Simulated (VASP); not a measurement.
Here is the system:

```
CELL_PARAMETERS angstrom
      3.20076     0.00000     0.00000
      0.00000     3.20076     0.00000
      0.00000     0.00000     3.20076
ATOMIC_POSITIONS crystal
  Pt 0.00000 0.00000 0.00000
  As 0.50000 0.50000 0.50000
```

Computed with r2SCAN meta-GGA, VASP's PBE PAW potentials (set 64) (plane waves; VASP). Settings: 400 eV cut-off, 13×13×13 Γ-centred mesh, tetrahedra with Blöchl corrections, potentials Pt As.

Unless said otherwise, spin-orbit coupling is left out, though it shifts the bands of the heavy elements here.

Task: Predict the energy per atom (σ→0), band gap (over mesh and band path) with the smallest direct gap where there is one.

Result: 
```yaml
band gap (over mesh and band path): none (metal, semimetal or under 0.01 eV)
energy per atom (σ→0): -33.026 eV/atom
```

Total energies compare only between runs with the same potentials, cut-off and functional.

The structure was generated: PtAs was put into the CsCl type type (Pm-3m), which need not be its known phase. It was relaxed first, which changed the volume by -10 %. The electron count is odd and the run is not spin-polarised, which forces a metal.
